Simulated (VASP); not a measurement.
# Si2Cl (R-3m) in VASP: phonons with BLYP

Aim: the phonons of Si2Cl with BLYP.

Program: VASP 6.6.1. These are calculated values, not measurements. Logs are shortened: lines on timing, memory, paths and dates and some standing lists are left out, and cuts for length are marked.

## Step 1: Starting point

Symmetry: R-3m, No. 166, trigonal system. Conventional cell: a = 3.881 Å, b = 3.881 Å, c = 16.501 Å, α = 90.00°, β = 90.00°, γ = 120.00°. Around Si (site symmetry 3m) lie 3 Si at 2.34 Å and 1 Cl at 2.41 Å. Cl (site symmetry -3m) has 2 Si at 2.41 Å as nearest neighbours.

The cell was built by a generator and needn't be a form met in nature.

## Step 2: Phonons, BLYP

File POSCAR:

```
Si2Cl
5.9392
    0.326708984375      0.188626414332      0.926112944504
   -0.326708984375      0.188626414332      0.926112944504
    0.000000000000     -0.377251144935      0.926112944504
Si Cl
2 1
Direct
    0.1457800000      0.1457800000      0.1457800000
    0.8542200000      0.8542200000      0.8542200000
    0.0000000000      0.0000000000      0.0000000000
```

File INCAR.step1:

```
  PREC = Accurate
  ENCUT = 630
  EDIFF = 1E-8
  ISMEAR = 0
  SIGMA = 0.01
  LREAL = F
  LASPH = T
  NELM = 60
  ALGO = Normal
  ISIF = 3
  LWAVE = F
  LCHARG = F
  GGA = B5
  ALDAX = 1.0
  AGGAX = 1.0
  AGGAC = 1.0
  ALDAC = 0.0
  IBRION = 2
  NSW = 40
  EDIFFG = -0.002
```

File INCAR.step2:

```
  PREC = Accurate
  ENCUT = 630
  EDIFF = 1E-8
  ISMEAR = 0
  SIGMA = 0.01
  LREAL = F
  LASPH = T
  NELM = 60
  ALGO = Normal
  ISIF = 2
  LWAVE = F
  LCHARG = F
  GGA = B5
  ALDAX = 1.0
  AGGAX = 1.0
  AGGAC = 1.0
  ALDAC = 0.0
  IBRION = 6
  NFREE = 2
  POTIM = 0.015
  NSW = 1
```

File KPOINTS:

```
regular mesh
0
Gamma
  5 5 5
```

Potentials or basis: VASP PAW PBE potentials, release 64 (Si_GW, Cl_GW).

Command:

```sh
$ cat potpaw_PBE.64/Si_GW/POTCAR potpaw_PBE.64/Cl_GW/POTCAR > POTCAR
$ cp INCAR.step1 INCAR
$ mpirun -np 1 vasp_std > vasp.out
$ cp CONTCAR POSCAR
$ cp INCAR.step2 INCAR
$ mpirun -np 1 vasp_std > vasp.out
```

OUTCAR:

```text
PREC = Accurate
   ENCUT = 630
   EDIFF = 1E-8
   ISMEAR = 0
   LREAL = F
   LASPH = T
   NELM = 60
   ISIF = 2
   GGA = B5
   IBRION = 6
   NFREE = 2
   POTIM = 0.015
   NSW = 1

 ion  position               nearest neighbor table
   1  0.147  0.147  0.147-   2 2.37   2 2.37   2 2.37   3 2.46
   2  0.853  0.853  0.853-   1 2.37   1 2.37   1 2.37   3 2.46
   3  0.000  0.000  0.000-   1 2.46   2 2.46

  LATTYP: Found a trigonal (rhomboedric) cell.
 ALAT       =     6.0430587367
 COS(alpha) =     0.7878238398

  Lattice vectors:

 A1 = (   1.9682918301,   1.1363993229,   5.5993734244)
 A2 = (  -1.9682918301,   1.1363993229,   5.5993734244)
 A3 = (   0.0000000000,  -2.2727883213,   5.5993733878)

Analysis of symmetry for initial positions (statically):
=====================================================================
 Subroutine PRICEL returns:
 Original cell was already a primitive cell.

 Routine SETGRP: Setting up the symmetry group for a
 trigonal (rhombohedral) supercell.

 Subroutine GETGRP returns: Found 12 space group operations
 (whereof 12 operations were pure point group operations)
 out of a pool of 12 trial point group operations.

The static configuration has the point symmetry D_3d.

Analysis of symmetry for dynamics (positions and initial velocities):
=====================================================================
 Subroutine PRICEL returns:
 Original cell was already a primitive cell.

 Routine SETGRP: Setting up the symmetry group for a
 trigonal (rhombohedral) supercell.

 Subroutine GETGRP returns: Found 12 space group operations
 (whereof 12 operations were pure point group operations)
 out of a pool of 12 trial point group operations.

The dynamic configuration has the point symmetry D_3d.

 Subroutine INISYM returns: Found 12 space group operations
 (whereof 12 operations are pure point group operations),
 and found     1 'primitive' translations

----------------------------------------------------------------------------------------

                                     Primitive cell

  volume of cell :      75.1467

  direct lattice vectors                    reciprocal lattice vectors
     1.968291830  1.136399323  5.599373424     0.254027372  0.146662504  0.059530380
    -1.968291830  1.136399323  5.599373424    -0.254027372  0.146662504  0.059530380
     0.000000000 -2.272788321  5.599373388     0.000000000 -0.293325011  0.059530651

  length of vectors
     6.043058737  6.043058737  6.043057925     0.299305299  0.299305299  0.299304962

  position of ions in fractional coordinates (direct lattice)
     0.146533312  0.146533312  0.146533312
     0.853466688  0.853466688  0.853466688
     0.000000000  0.000000000  0.000000000

  ion indices of the primitive-cell ions
   primitive index   ion index
                 1           1
                 2           2
                 3           3

----------------------------------------------------------------------------------------

 KPOINTS: regular mesh

Automatic generation of k-mesh.
 Grid dimensions read from file:
 generate k-points for:    5    5    5

 Generating k-lattice:

  Cartesian coordinates                     Fractional coordinates (reciprocal lattice)
     0.050805474  0.029332501  0.011906076     0.200000000 -0.000000000  0.000000000
    -0.050805474  0.029332501  0.011906076    -0.000000000  0.200000000  0.000000000
     0.000000000 -0.058665002  0.011906130     0.000000000  0.000000000  0.200000000

  Length of vectors
     0.059861060  0.059861060  0.059860992

  Shift w.r.t. Gamma in fractional coordinates (k-lattice)
     0.000000000  0.000000000  0.000000000

 Subroutine IBZKPT returns following result:
 ===========================================

 Found     19 irreducible k-points:

 Following reciprocal coordinates:
            Coordinates               Weight
  0.000000  0.000000  0.000000      1.000000
  0.200000  0.000000 -0.000000      6.000000
  0.400000  0.000000  0.000000      6.000000
  0.200000  0.200000  0.000000      6.000000
  0.400000  0.200000  0.000000     12.000000
 -0.400000  0.200000  0.000000     12.000000
[... 11 lines left out ...]
  0.400000  0.400000  0.400000      2.000000
 -0.400000  0.400000  0.400000      6.000000
   k-points           NKPTS =     19   k-points in BZ     NKDIM =     19   number of bands    NBANDS=     11
   number of dos      NEDOS =    301   number of ions     NIONS =      3
   total plane-waves  NPLWV = 125000
   dimension x,y,z NGX =    50 NGY =   50 NGZ =   50
   dimension x,y,z NGXF=   100 NGYF=  100 NGZF=  100
   ions per type =               2   1
   NGX,Y,Z   is equivalent  to a cutoff of  13.76, 13.76, 13.76 a.u.
   NGXF,Y,Z  is equivalent  to a cutoff of  27.51, 27.51, 27.51 a.u.
 SYSTEM =  unknown system
   PREC   = accura    normal or accurate (medium, high low for compatibility)
   ISTART =      0    job   : 0-new  1-cont  2-samecut
   ICHARG =      2    charge: 1-file 2-atom 10-const
   ISPIN  =      1    spin polarized calculation?
   LNONCOLLINEAR =      F non collinear calculations
   LSORBIT =      F    spin-orbit coupling
   LASPH  =      T    aspherical Exc in radial PAW
   ENCUT  =  630.0 eV  46.30 Ry    6.80 a.u.  12.37 12.37 12.37*2*pi/ulx,y,z
   NELM   =     60;   NELMIN=  2; NELMDL=  0     # of ELM steps
   EDIFF  = 0.1E-07   stopping-criterion for ELM
   LREAL  =      F    real-space projection
   EDIFFG = 0.1E-06   stopping-criterion for IOM
   NSW    =     73    number of steps for IOM
   IBRION =      6    ionic relax: 0-MD 1-quasi-New 2-CG
   NFREE  =      2    steps in history (QN), initial steepest desc. (CG)
   ISIF   =      2    stress and relaxation
   ISYM   =      2    0-nonsym 1-usesym 2-fastsym
   POTIM  = 0.0150    time-step for ionic-motion
   TEBEG  =    0.0;   TEEND  =   0.0 temperature during run
   PSTRESS=    0.0 pullay stress
   NELECT =      15.0000    total number of electrons
   NUPDOWN=      -1.0000    fix difference up-down
   EMIN   =  10.00;   EMAX   =-10.00  energy-range for DOS
   EFERMI =   0.00;   METHOD = LEGACY
   ISMEAR =     0;   SIGMA  =   0.01  broadening in eV -4-tet -1-fermi 0-gaus
   EFERMI_NEDOS =   21; number of points for ismear=-14 and -15
   IALGO  =     38    algorithm
   IMIX   =      4    mixing-type and parameters
     AMIX     =   0.40;   BMIX     =  1.00
     AMIX_MAG =   1.60;   BMIX_MAG =  1.00
  volume/ion in A,a.u.               =      25.05       169.04
  Fermi-wavevector in a.u.,A,eV,Ry     =   0.956758  1.808010 12.454574  0.915385
  Thomas-Fermi vector in A             =   2.085715
   LORBIT       =      0    0 simple, 1 ext, 2 COOP (PROOUT), +10 PAW based schemes
   GGA     = B5    functional components
   LHFCALC =     F    Hartree Fock is set to
   AEXX    =    0.0000 exact exchange contribution
   IVDW    =     0    specifies the selected vdW correction
   LEPSILON=     F    determine dielectric tensor
   LRPA    =     F    only Hartree local field effects (RPA)
 finite differences with symmetry
 non-spin polarized calculation
 Gauss-broadening in eV      SIGMA  =   0.01
  energy-cutoff  :      630.00
  volume of cell :       75.15
 maximum number of plane-waves:      2714
 NGX is ok and might be reduce to    50
   NGX = 25   NGY = 25   NGZ = 25

--------------------------------------- Ionic step        1  -------------------------------------------

 number of electron      15.0000000 magnetization

 Free energy of the ion-electron system (eV)
  ---------------------------------------------------
  ext. energy  EPLUGINS =         0.00000000
  ---------------------------------------------------
  free energy    TOTEN  =       -11.39177801 eV

  energy without entropy =      -11.39126151  energy(sigma->0) =      -11.39151976

------------------------ aborting loop because EDIFF is reached ----------------------------------------

  FORCE on cell =-STRESS in cart. coord.  units (eV):
  Direction    XX          YY          ZZ          XY          YZ          ZX
  --------------------------------------------------------------------------------------
  -------------------------------------------------------------------------------------
  Total        0.0012332      0.0012332      0.0016356     -0.0000000      0.0000000      0.0000000
  in kB        0.0262932      0.0262933      0.0348715     -0.0000000      0.0000000      0.0000000
  external PRESSURE =       0.0291527 kB  Pullay stress =       0.0000000 kB
[... 281 lines left out ...]
  energy  without entropy=      -11.3912199183  energy(sigma->0) =      -11.39147812

--------------------------------------- Ionic step        9  -------------------------------------------

 number of electron      15.0000000 magnetization

 Free energy of the ion-electron system (eV)
  ---------------------------------------------------
  ext. energy  EPLUGINS =         0.00000000
  ---------------------------------------------------
  free energy    TOTEN  =       -11.39173632 eV

  energy without entropy =      -11.39121992  energy(sigma->0) =      -11.39147812

 E-fermi :   3.6780     XC(G=0):  -7.8714

 val. band max:        3.4594259295   @ k =  -0.4000   0.2000   0.2000
 cond. band min:       3.6803089723   @ k =   0.4000   0.2000   0.0000
 fundamental gap:      0.2208830428
 Fermi energy:         3.6780493178

 k-point     1 :       0.0000    0.0000    0.0000
  band No.  band energies     occupation
      1     -12.3329      2.00000
      2      -7.0317      2.00000
      3      -3.4194      2.00000
      4       0.6891      2.00000
      5       0.6891      2.00000
      6       2.2535      2.00000
      7       2.2535      2.00000
      8       4.3607      0.00000
      9       5.5487      0.00000
     10       6.6013      0.00000
     11       6.6014      0.00000
[... 280 lines left out ...]
  FREE ENERGIE OF THE ION-ELECTRON SYSTEM (eV)
  ---------------------------------------------------
  free  energy   TOTEN  =       -11.3917363152 eV

  energy  without entropy=      -11.3912199197  energy(sigma->0) =      -11.39147812

 INTERNAL STRAIN TENSORS FROM DISPLACED ATOMS
 ============================================

 INTERNAL STRAIN TENSOR FOR ION    1 for displacements in x,y,z  (eV/Angst):
          X           Y           Z          XY          YZ          ZX
  --------------------------------------------------------------------------------
  x     0.00000     0.00000    -0.00000     2.84863     0.00000     6.30029
  y     2.84862    -2.84862    -0.00000     0.00000     6.30034     0.00000
  z     3.14099     3.14101    -5.56992     0.00000    -0.00000     0.00000

 INTERNAL STRAIN TENSOR FOR ION    3 for displacements in x,y,z  (eV/Angst):
          X           Y           Z          XY          YZ          ZX
  --------------------------------------------------------------------------------
  x     0.00000     0.00000     0.00000     0.00000     0.00000     0.00000
  y     0.00000     0.00000     0.00000     0.00000     0.00000     0.00000
  z     0.00000     0.00000     0.00000     0.00000     0.00000     0.00000

 Eigenvectors and eigenvalues of the dynamical matrix
 ----------------------------------------------------

   1 f  =   11.537119 THz    72.489859 2PiTHz  384.836880 cm-1    47.713671 meV
             X         Y         Z           dx          dy          dz
      0.000000  0.000002  2.461484     0.000000    0.707107    0.000002
      0.000000  0.000009 14.336636    -0.000000   -0.707107   -0.000002
      0.000000  0.000000  0.000000    -0.000000   -0.000000   -0.000000

   2 f  =   11.537098 THz    72.489728 2PiTHz  384.836181 cm-1    47.713584 meV
             X         Y         Z           dx          dy          dz
      0.000000  0.000002  2.461484     0.707107   -0.000000   -0.000000
      0.000000  0.000009 14.336636    -0.707107    0.000000    0.000000
      0.000000  0.000000  0.000000     0.000000   -0.000000    0.000000
[... 19 lines left out ...]
   6 f  =    2.045916 THz    12.854868 2PiTHz   68.244405 cm-1     8.461224 meV
             X         Y         Z           dx          dy          dz
      0.000000  0.000002  2.461484     0.000000    0.000001   -0.438629
      0.000000  0.000009 14.336636     0.000000    0.000001   -0.438629
      0.000000  0.000000  0.000000    -0.000000   -0.000002    0.784353

   7 f/i=    0.004527 THz     0.028442 2PiTHz    0.150995 cm-1     0.018721 meV
             X         Y         Z           dx          dy          dz
      0.000000  0.000002  2.461484    -0.000000   -0.000002    0.554621
      0.000000  0.000009 14.336636    -0.000000   -0.000002    0.554621
      0.000000  0.000000  0.000000    -0.000000   -0.000003    0.620315

   8 f/i=    0.004836 THz     0.030383 2PiTHz    0.161298 cm-1     0.019998 meV
             X         Y         Z           dx          dy          dz
      0.000000  0.000002  2.461484    -0.552718   -0.000051   -0.000000
      0.000000  0.000009 14.336636    -0.552718   -0.000051   -0.000000
      0.000000  0.000000  0.000000    -0.623703   -0.000057   -0.000000

   9 f/i=    0.004836 THz     0.030383 2PiTHz    0.161298 cm-1     0.019998 meV
             X         Y         Z           dx          dy          dz
      0.000000  0.000002  2.461484     0.000051   -0.552718   -0.000002
      0.000000  0.000009 14.336636     0.000051   -0.552718   -0.000002
      0.000000  0.000000  0.000000     0.000057   -0.623703   -0.000003

 ELASTIC MODULI CONTR FROM IONIC RELAXATION (kBar)
 Direction    XX          YY          ZZ          XY          YZ          ZX
 --------------------------------------------------------------------------------
 XX         -57.7988    -12.5548     62.3789     -0.0000    -50.0336     -0.0000
 YY         -12.5548    -57.7991     62.3791      0.0000     50.0337      0.0000
 ZZ          62.3789     62.3791   -110.6164      0.0000     -0.0001      0.0000
 XY          -0.0000      0.0000      0.0000    -22.6222     -0.0000    -50.0335
 YZ         -50.0336     50.0337     -0.0001     -0.0000   -110.6601     -0.0000
 ZX          -0.0000      0.0000      0.0000    -50.0335     -0.0000   -110.6588
 --------------------------------------------------------------------------------
```

Run time: 31 min. Hardware: 1 thread of Intel Xeon Platinum 8259CL at 2.50GHz (Skylake/Cascade Lake), shared host; peak memory 0.44 GiB.

Results:

- Relaxed volume: 25.05 Å³/atom
- Relaxed cell: a = 6.043 Å, b = 6.043 Å, c = 6.043 Å, α = 38.02°, β = 38.02°, γ = 38.02°
- Space group after relaxing (to 0.05 Å): R-3m (No. 166)
- Highest phonon frequency at Γ, LO-TO splitting left out: 385 cm⁻¹

The path:
```
step  energy change (eV)  largest force (eV/Å)  pressure (GPa)  volume (Å³)
   1              0.0000                0.1719            2.49        71.74
   2             -0.0262                0.0061           -0.37        75.66
   3             -0.0274                0.0319            0.09        74.94
   4             -0.0281                0.0413           -0.02        75.16
   5             -0.0281                0.0426           -0.04        75.19
   6             -0.0283                0.0165           -0.02        75.17
   7             -0.0283                0.0007            0.00        75.15
```

Final structure:
```cif
data_structure
_symmetry_space_group_name_H-M 'P 1'
_symmetry_Int_Tables_number 1
_cell_length_a 6.0431
_cell_length_b 6.0431
_cell_length_c 6.0431
_cell_angle_alpha 38.017
_cell_angle_beta 38.017
_cell_angle_gamma 38.017
_cell_volume 75.15
loop_
_atom_site_label
_atom_site_type_symbol
_atom_site_fract_x
_atom_site_fract_y
_atom_site_fract_z
_atom_site_occupancy
Si1 Si 0.14653 0.14653 0.14653 1
Si2 Si 0.85347 0.85347 0.85347 1
Cl1 Cl 0.00000 0.00000 0.00000 1
```

Phonon frequencies in cm⁻¹ (negative: imaginary):
| q point | frequencies |
| --- | --- |
| (0.000, 0.000, 0.000) | 0 0 0 68 76 76 340 385 385 |

Caveat: the k mesh is coarse (spacing up to 0.38 Å⁻¹), so the values aren't converged; the PAW data sets were made with another functional, which shifts forces and pressure a little.

## Step 3: For comparison

An earlier run on the cell as given: functional PBE; potentials or basis VASP PAW PBE potentials, release 64 (Si, Cl); cutoff 520 eV; k mesh 8 × 8 × 8; occupations fermi-dirac, width 0.05 eV; no spin polarisation.

* Pressure: -0.1 GPa
* Largest force: 0.017 eV/Å
* Band gap on the k mesh: none (metal or under the smearing width)
